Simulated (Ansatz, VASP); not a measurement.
# CdBr and the effect of the dispersion correction

The cell as given:

```cif
data_structure
_symmetry_space_group_name_H-M 'P 1'
_symmetry_Int_Tables_number 1
_cell_length_a 4.3450
_cell_length_b 4.3450
_cell_length_c 4.3450
_cell_angle_alpha 60.000
_cell_angle_beta 60.000
_cell_angle_gamma 60.000
_cell_volume 58.00
loop_
_atom_site_label
_atom_site_type_symbol
_atom_site_fract_x
_atom_site_fract_y
_atom_site_fract_z
_atom_site_occupancy
Cd1 Cd 0.00000 0.00000 0.00000 1
Br1 Br 0.50000 0.50000 0.50000 1
```

The cell comes from a database or a generator and needn't be the form met in nature.

Kept alike: task relaxation of cell and atoms; functional revPBE; k mesh 8 × 8 × 8; occupations fermi-dirac, width 0.05 eV; no spin polarisation. Program: Ansatz, Ansatz PAW, cutoff 420 eV. The mesh is that of the run's cell of 2 atoms. No spin-orbit coupling.

| dispersion correction | volume (Å³/atom) |
| --- | --- |
| D3(BJ) | 28.215 |
| D4 | 28.589 |
| none | 31.952 |

The relaxations keep at least the cell's symmetry (Fm-3m). For a metal such a mesh leaves the last digits unconverged. Relaxations stop with a little pressure left, so the last digits of a volume or edge aren't settled. All rows use potentials made for PBE.

What does the dispersion correction change here?

The volume runs from 28.215 (D3(BJ)) to 31.952 Å³/atom (none). Against no correction: D3(BJ) -11.7 %; D4 -10.5 %. Dispersion terms mostly attract and so lower the volume; the schemes' coefficients and damping set how far. A twin series (VASP, PBE PAW files Br, Cd, 600 eV) moves it by +3.7005 between D3(BJ) and none, against +3.7367 Å³/atom here.
